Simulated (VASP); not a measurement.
VASP runs on AlAs (zinc blende) share one base input (PBE GGA, plane waves, VASP's PBE PAW potentials (set 64)) and change the settings named in each case.

File KPOINTS:
```
Regular mesh
0
G
7 7 7
```

File POSCAR:
```
AlAs
5.660
  0.0000000000   0.5000000000   0.5000000000
  0.5000000000   0.0000000000   0.5000000000
  0.5000000000   0.5000000000   0.0000000000
Al As
1 1
Cart
  0.0000000000   0.0000000000   0.0000000000
  0.2500000000   0.2500000000   0.2500000000
```

INCAR:
```
! general
SYSTEM =AlAs
PREC   =Accurate
ENCUT  =400
LREAL  =.FALSE.
LASPH  =.TRUE.   ! aspherical one-centre terms

! electronic loop
EDIFF  =1E-6   ! SCF stop (eV)
NELM   =100   ! most electronic steps
ALGO   =Normal   ! blocked Davidson
LMAXMIX=4   ! l cut-off of mixed one-centre charges

! smearing
ISMEAR =0
SIGMA  =0.05

! functional
GGA    =PE   ! PBE

! ions
ISIF   =2

! output
LWAVE  =.FALSE.
LCHARG =.FALSE.
```

POTCAR, in this order: Al As (PBE.64 set). Program: vasp_std.

| change | electronic steps |
|---|---|
| base run | 12 |
| AMIX = 0.1, BMIX = 0.0001, IMIX = 4 | 14 |
| AMIX = 1.0, BMIX = 0.0001, IMIX = 4 | 13 |
| AMIX = 0.1, BMIX = 1.0, IMIX = 4 | 14 |
| AMIX = 0.6, BMIX = 3.0, IMIX = 1 | 31 |
| AMIX = 0.6, BMIX = 3.0, IMIX = 4 | 12 |

Left out are runs that ran out of time, are held back, or changed the cell or the kind of run, fixed moments of cells without a moment, rows past the twelfth, gaps on odd meshes, pressures of charged cells and columns that move by less than the noise.

The compound is AlAs in the zinc blende structure. The cell was not relaxed at this level.
